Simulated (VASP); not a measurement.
Here is the system:

```xyz
2
Lattice="0.0000 2.3412 2.3412 2.3412 0.0000 2.3412 2.3412 2.3412 0.0000" Properties=species:S:1:pos:R:3 pbc="T T T"
B      0.0000     0.0000     0.0000
As     1.1706     1.1706     1.1706
```

Computed with SCAN meta-GGA, VASP's PBE PAW potentials (set 64) (plane waves; VASP 6.6.1). Run with 520 eV cut-off, 10×10×10 Γ-centred mesh, Gaussian smearing of 0.050 eV, potentials B As.

Question: What does the run give for the energy per atom (σ→0), pressure?

Answer: 
```
Item                             Value
---------------------  ---------------
energy per atom (σ→0)  -13.909 eV/atom
pressure                     10.04 GPa
```

The compound is BAs in the zinc blende structure. This cell is one point of a volume scan, at 0.94 of the reference volume.
